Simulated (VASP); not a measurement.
All values below come from LDA (Ceperley-Alder, Perdew-Zunger), VASP's LDA PAW potentials (set 64) (plane waves; VASP).

A VASP calculation is set up with these files.

INCAR:
```
SYSTEM=WSe2
PREC=Accurate; ENCUT=520; LREAL=.False.
LASPH=.True.
EDIFF=1E-7; NELM=100; ALGO=Normal
LMAXMIX=6
ISMEAR=0; SIGMA=0.05
IBRION=2; NSW=30; ISIF=4
EDIFFG=-0.01
LWAVE=.False.; LCHARG=.False.
```

### KPOINTS
```
Automatic mesh
0
Gamma
8 8 2
0 0 0
```

**POSCAR**
```
WSe2
1.0
  1.6597294420  -2.8747353968   0.0000000000
  1.6597294420   2.8747353968   0.0000000000
  0.0000000000   0.0000000000  13.0957375707
W Se
2 4
Cartesian
  1.6597294420   0.9582470488   3.2739343927
  1.6597294420  -0.9582470488   9.8218031780
  1.6597294420   0.9582470488  11.5246213439
  1.6597294420  -0.9582470488   4.9767525586
  1.6597294420  -0.9582470488   1.5711162268
  1.6597294420   0.9582470488   8.1189850121
```

POTCAR, in this order: W_sv Se (LDA.64 set). Program: vasp_std.

What VASP printed:

OSZICAR:
```
       N       E                     dE             d eps       ncg     rms          rms(c)
DAV:   1     0.497185533775E+03    0.49719E+03   -0.28232E+04  1416   0.162E+03
DAV:   2    -0.187888918965E+02   -0.51597E+03   -0.50607E+03  1511   0.421E+02
DAV:   3    -0.496931778638E+02   -0.30904E+02   -0.30683E+02  1529   0.930E+01
DAV:   4    -0.504693862584E+02   -0.77621E+00   -0.77358E+00  1552   0.147E+01
DAV:   5    -0.504863473724E+02   -0.16961E-01   -0.16956E-01  1665   0.210E+00    0.282E+01
DAV:   6    -0.488075142291E+02    0.16788E+01   -0.12638E+01  1420   0.188E+01    0.985E+00
DAV:   7    -0.485371852211E+02    0.27033E+00   -0.59428E+00  1440   0.100E+01    0.566E+00
DAV:   8    -0.483119585023E+02    0.22523E+00   -0.92736E-01  1624   0.507E+00    0.123E+00
DAV:   9    -0.483120077851E+02   -0.49283E-04   -0.75186E-02  1594   0.133E+00    0.720E-01
DAV:  10    -0.483102464583E+02    0.17613E-02   -0.19545E-02  1600   0.898E-01    0.217E-01
DAV:  11    -0.483100314953E+02    0.21496E-03   -0.24014E-03  1577   0.286E-01    0.112E-01
DAV:  12    -0.483100232340E+02    0.82613E-05   -0.83714E-05  1502   0.449E-02    0.966E-02
DAV:  13    -0.483100035684E+02    0.19666E-04   -0.14355E-04  1594   0.658E-02    0.456E-03
DAV:  14    -0.483100038398E+02   -0.27134E-06   -0.31930E-06  1485   0.109E-02    0.690E-03
DAV:  15    -0.483100037281E+02    0.11170E-06   -0.27074E-07  1199   0.320E-03    0.388E-03
DAV:  16    -0.483100036843E+02    0.43795E-07   -0.25203E-07  1206   0.264E-03
   1 F= -.48310004E+02 E0= -.48310004E+02  d E =-.483100E+02
       N       E                     dE             d eps       ncg     rms          rms(c)
DAV:   1    -0.483901458647E+02   -0.80142E-01   -0.67057E+00  1282   0.124E+01    0.222E+00
DAV:   2    -0.484009897303E+02   -0.10844E-01   -0.39387E-01  1471   0.262E+00    0.902E-01
DAV:   3    -0.483951856181E+02    0.58041E-02   -0.26959E-02  1461   0.897E-01    0.659E-01
DAV:   4    -0.483935804966E+02    0.16051E-02   -0.70632E-03  1601   0.425E-01    0.269E-01
DAV:   5    -0.483935331013E+02    0.47395E-04   -0.11789E-03  1532   0.177E-01    0.613E-02
DAV:   6    -0.483934633498E+02    0.69751E-04   -0.25826E-04  1536   0.867E-02    0.151E-02
DAV:   7    -0.483934631168E+02    0.23301E-06   -0.12576E-05  1617   0.161E-02    0.324E-03
DAV:   8    -0.483934630576E+02    0.59154E-07   -0.10919E-06  1448   0.630E-03    0.134E-03
DAV:   9    -0.483934630584E+02   -0.75943E-09   -0.85235E-08   935   0.169E-03
   2 F= -.48393463E+02 E0= -.48393463E+02  d E =-.834594E-01
       N       E                     dE             d eps       ncg     rms          rms(c)
DAV:   1    -0.483934664925E+02   -0.34349E-05   -0.24004E-04  1331   0.745E-02    0.130E-02
DAV:   2    -0.483934668492E+02   -0.35669E-06   -0.14651E-05  1485   0.159E-02    0.570E-03
DAV:   3    -0.483934666502E+02    0.19905E-06   -0.13986E-06  1314   0.638E-03    0.410E-03
DAV:   4    -0.483934665776E+02    0.72539E-07   -0.26968E-07  1128   0.277E-03
   3 F= -.48393467E+02 E0= -.48393467E+02  d E =-.834629E-01
       N       E                     dE             d eps       ncg     rms          rms(c)
DAV:   1    -0.485379160074E+02   -0.14445E+00   -0.60267E+00  1240   0.155E+01    0.216E+00
DAV:   2    -0.484550369146E+02    0.82879E-01   -0.50284E-01  1400   0.390E+00    0.104E+00
DAV:   3    -0.484374035070E+02    0.17633E-01   -0.31713E-02  1482   0.109E+00    0.456E-01
DAV:   4    -0.484312892067E+02    0.61143E-02   -0.18463E-02  1450   0.664E-01    0.192E-01
DAV:   5    -0.484313280049E+02   -0.38798E-04   -0.21623E-03  1477   0.269E-01    0.109E-01
DAV:   6    -0.484311950053E+02    0.13300E-03   -0.63071E-04  1567   0.141E-01    0.233E-02
DAV:   7    -0.484311934530E+02    0.15523E-05   -0.48567E-05  1614   0.375E-02    0.878E-03
DAV:   8    -0.484311923270E+02    0.11259E-05   -0.63859E-06  1565   0.150E-02    0.208E-03
DAV:   9    -0.484311923764E+02   -0.49405E-07   -0.38715E-07  1296   0.342E-03
   4 F= -.48431192E+02 E0= -.48431192E+02  d E =-.377258E-01
       N       E                     dE             d eps       ncg     rms          rms(c)
DAV:   1    -0.487503996772E+02   -0.31921E+00   -0.16618E+01  1240   0.256E+01    0.368E+00
DAV:   2    -0.485189711150E+02    0.23143E+00   -0.14497E+00  1435   0.663E+00    0.175E+00
DAV:   3    -0.484700183361E+02    0.48953E-01   -0.88534E-02  1476   0.185E+00    0.784E-01
DAV:   4    -0.484519331504E+02    0.18085E-01   -0.53754E-02  1408   0.114E+00    0.347E-01
DAV:   5    -0.484520313728E+02   -0.98222E-04   -0.54319E-03  1499   0.427E-01    0.161E-01
DAV:   6    -0.484516710496E+02    0.36032E-03   -0.16165E-03  1555   0.222E-01    0.414E-02
DAV:   7    -0.484516652402E+02    0.58094E-05   -0.17225E-04  1661   0.691E-02    0.178E-02
DAV:   8    -0.484516609681E+02    0.42721E-05   -0.32276E-05  1520   0.321E-02    0.365E-03
DAV:   9    -0.484516610358E+02   -0.67649E-07   -0.22906E-06  1366   0.778E-03    0.300E-03
DAV:  10    -0.484516610530E+02   -0.17292E-07   -0.13382E-07   910   0.231E-03
   5 F= -.48451661E+02 E0= -.48451661E+02  d E =-.581945E-01
       N       E                     dE             d eps       ncg     rms          rms(c)
DAV:   1    -0.484548558735E+02   -0.31948E-02   -0.16281E-01  1240   0.253E+00    0.345E-01
DAV:   2    -0.484525696834E+02    0.22862E-02   -0.13569E-02  1428   0.636E-01    0.170E-01
DAV:   3    -0.484520891167E+02    0.48057E-03   -0.83433E-04  1468   0.178E-01    0.725E-02
DAV:   4    -0.484519295600E+02    0.15956E-03   -0.46148E-04  1415   0.107E-01    0.304E-02
DAV:   5    -0.484519298838E+02   -0.32375E-06   -0.53115E-05  1530   0.418E-02    0.157E-02
DAV:   6    -0.484519268765E+02    0.30073E-05   -0.11945E-05  1554   0.194E-02    0.415E-03
DAV:   7    -0.484519268264E+02    0.50100E-07   -0.12538E-06  1544   0.571E-03    0.159E-03
DAV:   8    -0.484519267879E+02    0.38471E-07   -0.18563E-07  1039   0.273E-03
   6 F= -.48451927E+02 E0= -.48451927E+02  d E =-.584602E-01
       N       E                     dE             d eps       ncg     rms          rms(c)
DAV:   1    -0.484523264463E+02   -0.39962E-03   -0.60533E-02  1310   0.135E+00    0.215E-01
DAV:   2    -0.484521642447E+02    0.16220E-03   -0.43359E-03  1443   0.296E-01    0.103E-01
DAV:   3    -0.484520556961E+02    0.10855E-03   -0.65281E-04  1481   0.141E-01    0.758E-02
DAV:   4    -0.484520194102E+02    0.36286E-04   -0.12262E-04  1562   0.553E-02    0.376E-02
DAV:   5    -0.484520180213E+02    0.13889E-05   -0.25672E-05  1751   0.227E-02    0.802E-03
DAV:   6    -0.484520170331E+02    0.98818E-06   -0.46105E-06  1497   0.110E-02    0.440E-03
DAV:   7    -0.484520169882E+02    0.44930E-07   -0.71015E-07  1283   0.366E-03
   7 F= -.48452017E+02 E0= -.48452017E+02  d E =-.902003E-04
       N       E                     dE             d eps       ncg     rms          rms(c)
DAV:   1    -0.484522605293E+02   -0.24350E-03   -0.12292E-02  1310   0.610E-01    0.975E-02
DAV:   2    -0.484522280009E+02    0.32528E-04   -0.87363E-04  1443   0.133E-01    0.463E-02
DAV:   3    -0.484522059137E+02    0.22087E-04   -0.13059E-04  1458   0.633E-02    0.340E-02
DAV:   4    -0.484521986792E+02    0.72346E-05   -0.24088E-05  1554   0.246E-02    0.171E-02
DAV:   5    -0.484521983717E+02    0.30743E-06   -0.52933E-06  1561   0.103E-02    0.363E-03
DAV:   6    -0.484521981709E+02    0.20086E-06   -0.93645E-07  1395   0.498E-03    0.197E-03
DAV:   7    -0.484521981594E+02    0.11471E-07   -0.13962E-07   898   0.178E-03
   8 F= -.48452198E+02 E0= -.48452198E+02  d E =-.271372E-03
```

**OUTCAR**
```
------------------------ aborting loop because EDIFF is reached ----------------------------------------
  FORCE on cell =-STRESS in cart. coord.  units (eV):
  Direction    XX          YY          ZZ          XY          YZ          ZX
  --------------------------------------------------------------------------------------
  Total       -1.1435838     -1.1435836     -1.1501679      0.0000000     -0.0000000      0.0000000
  in kB      -14.6616700    -14.6616678    -14.7460830      0.0000000     -0.0000000      0.0000000
  external PRESSURE =     -14.6898069 kB  Pullay stress =       0.0000000 kB
  volume of cell :      124.97
      direct lattice vectors                 reciprocal lattice vectors
     1.635338548 -2.832489237 -0.000000000     0.305747089 -0.176523177  0.000000000
     1.635338548  2.832489237 -0.000000000     0.305747089  0.176523177 -0.000000000
     0.000000000  0.000000000 13.489293237     0.000000000  0.000000000  0.074132868
 POSITION                                       TOTAL-FORCE (eV/Angst)
 -----------------------------------------------------------------------------------
      1.63534      0.94416      3.37232         0.000000      0.000000      0.000000
      1.63534     -0.94416     10.11697        -0.000000     -0.000000      0.000000
      1.63534      0.94416     11.78407        -0.000000     -0.000000      0.000452
      1.63534     -0.94416      5.03943         0.000000      0.000000      0.000452
      1.63534     -0.94416      1.70522        -0.000000      0.000000     -0.000452
      1.63534      0.94416      8.44987         0.000000     -0.000000     -0.000452
 -----------------------------------------------------------------------------------
    total drift:                                0.000000      0.001097     -0.000034
  FREE ENERGIE OF THE ION-ELECTRON SYSTEM (eV)
  ---------------------------------------------------
  free  energy   TOTEN  =       -48.4521981594 eV

  energy  without entropy=      -48.4521981594  energy(sigma->0) =      -48.45219816

 reached required accuracy - stopping structural energy minimisation
```
(Selected blocks of OUTCAR.)

**CONTCAR**
```
WSe2
   1.00000000000000
     1.6353385480536073   -2.8324892374405550   -0.0000000000000000
     1.6353385480536073    2.8324892374405550   -0.0000000000000000
     0.0000000000000000    0.0000000000000000   13.4892932372849472
  W               Se
     2     4
Direct
     0.3333330000000032    0.6666669999999968    0.2500000000000000
     0.6666669999999968    0.3333330000000032    0.7500000000000000
     0.3333330000000032    0.6666669999999968    0.8735870376789544
     0.6666669999999968    0.3333330000000032    0.3735870376789543
     0.6666669999999968    0.3333330000000032    0.1264129623210457
     0.3333330000000032    0.6666669999999968    0.6264129623210456
```

The compound is WSe2 in the 2H layered structure. This cell is one point of a volume scan, at 1.06 of the reference volume. Symmetry was kept, so distortions that lower it aren't found.
